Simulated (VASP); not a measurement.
Level of theory: AM05 GGA, VASP's PBE PAW potentials (set 64) (plane waves; VASP).

Input for VASP

### POSCAR
```
GaP
1
    0.0000000000     2.7210927645     2.7210927645
    2.7210927645     0.0000000000     2.7210927645
    2.7210927645     2.7210927645    -0.0000000000
Ga P
1 1
Direct
  0.0000000000   0.0000000000   0.0000000000
  0.2500000000   0.2500000000   0.2500000000
```

KPOINTS:
```
Automatic mesh
0
Gamma
9 9 9
0 0 0
```

**INCAR**
```
SYSTEM = GaP
PREC = Accurate; ENCUT = 520; LREAL = F
LASPH = T
EDIFF = 1E-7; NELM = 100; ALGO = Normal
LMAXMIX = 4
ISMEAR = -5
GGA = AM
ISIF = 2
LWAVE = F; LCHARG = T; LORBIT = 11
NEDOS = 601
```

POTCAR, in this order: Ga_d P (PBE.64 set). Program: vasp_std.

Output

### OSZICAR
```
       N       E                     dE             d eps       ncg     rms          rms(c)
DAV:   1     0.772546081639E+02    0.77255E+02   -0.94018E+03   918   0.199E+03
DAV:   2    -0.359994575217E+01   -0.80855E+02   -0.78302E+02  1000   0.332E+02
DAV:   3    -0.960940747938E+01   -0.60095E+01   -0.59802E+01  1145   0.749E+01
DAV:   4    -0.971661355026E+01   -0.10721E+00   -0.10714E+00  1074   0.108E+01
DAV:   5    -0.971924145495E+01   -0.26279E-02   -0.26275E-02  1197   0.144E+00    0.433E+00
DAV:   6    -0.948862081226E+01    0.23062E+00   -0.41511E-01  1402   0.133E+01    0.276E+00
DAV:   7    -0.945493782008E+01    0.33683E-01   -0.10147E-01  1219   0.269E+00    0.101E+00
DAV:   8    -0.945453508642E+01    0.40273E-03   -0.14868E-02  1070   0.170E+00    0.165E-01
DAV:   9    -0.945511318654E+01   -0.57810E-03   -0.14449E-03  1256   0.591E-01    0.784E-02
DAV:  10    -0.945519698313E+01   -0.83797E-04   -0.10942E-04  1093   0.106E-01    0.329E-02
DAV:  11    -0.945528967647E+01   -0.92693E-04   -0.15067E-04   975   0.109E-01    0.470E-03
DAV:  12    -0.945528973413E+01   -0.57657E-07   -0.38875E-06  1153   0.278E-02    0.428E-03
DAV:  13    -0.945529026827E+01   -0.53415E-06   -0.13635E-06   998   0.947E-03    0.189E-03
DAV:  14    -0.945529021873E+01    0.49543E-07   -0.44556E-08   820   0.276E-03
   1 F= -.94552902E+01 E0= -.94552902E+01  d E =0.000000E+00
```

### OUTCAR
```
------------------------ aborting loop because EDIFF is reached ----------------------------------------
  FORCE on cell =-STRESS in cart. coord.  units (eV):
  Direction    XX          YY          ZZ          XY          YZ          ZX
  --------------------------------------------------------------------------------------
  Total       -0.0002244     -0.0002244     -0.0002244      0.0000000      0.0000000      0.0000000
  in kB       -0.0089214     -0.0089214     -0.0089214      0.0000000      0.0000000      0.0000000
  external PRESSURE =      -0.0089214 kB  Pullay stress =       0.0000000 kB
  volume of cell :       40.30
      direct lattice vectors                 reciprocal lattice vectors
     0.000000000  2.721092764  2.721092764    -0.183749708  0.183749708  0.183749708
     2.721092764  0.000000000  2.721092764     0.183749708 -0.183749708  0.183749708
     2.721092764  2.721092764  0.000000000     0.183749708  0.183749708 -0.183749708
  FREE ENERGIE OF THE ION-ELECTRON SYSTEM (eV)
  ---------------------------------------------------
  free  energy   TOTEN  =        -9.4552902187 eV

  energy  without entropy=       -9.4552902187  energy(sigma->0) =       -9.45529022

 total charge

# of ion       s       p       d       tot
------------------------------------------
    1        0.865   0.860  10.014  11.739
    2        1.016   1.516   0.000   2.531
--------------------------------------------------
tot          1.881   2.376  10.014  14.270
```
(Selected blocks of OUTCAR.)

OUTCAR:
```
 val. band max:        4.6619909374   @ k =   0.0000   0.0000   0.0000

 cond. band min:       6.2098938194   @ k =   0.4444   0.4444   0.0000


 Fermi energy:         4.6730014053

 k-point     1 :       0.0000    0.0000    0.0000
  band No.  band energies     occupation
      1      -9.9252      2.00000
      2      -9.9252      2.00000
      3      -9.9252      2.00000
      4      -9.8247      2.00000
      5      -9.8247      2.00000
      6      -7.8635      2.00000
      7       4.6620      2.00000
      8       4.6620      2.00000
      9       4.6620      2.00000
     10       6.5318      0.00000
     11       8.5006      0.00000
     12       8.5006      0.00000
     13       8.5006      0.00000

 k-point     2 :       0.1111    0.0000    0.0000
  band No.  band energies     occupation
      1      -9.9362      2.00000
      2      -9.9213      2.00000
      3      -9.9213      2.00000
      4      -9.8248      2.00000
      5      -9.8248      2.00000
      6      -7.7017      2.00000
      7       3.2776      2.00000
      8       4.4713      2.00000
      9       4.4713      2.00000
     10       7.1092      0.00000
     11       8.7907      0.00000
     12       8.7907      0.00000
     13       8.9587      0.00000

 k-point     3 :       0.2222    0.0000    0.0000
  band No.  band energies     occupation
      1      -9.9619      2.00000
      2      -9.9125      2.00000
      3      -9.9125      2.00000
      4      -9.8239      2.00000
      5      -9.8239      2.00000
      6      -7.2367      2.00000
      7       1.2521      2.00000
      8       4.0839      2.00000
      9       4.0839      2.00000
     10       6.9062      0.00000
     11       9.2881      0.00000
     12       9.2881      0.00000
     13      10.5709      0.00000

 k-point     4 :       0.3333    0.0000    0.0000
  band No.  band energies     occupation
      1      -9.9883      2.00000
      2      -9.9045      2.00000
      3      -9.9045      2.00000
...
```

The compound is GaP in the zinc blende structure. It was relaxed first.
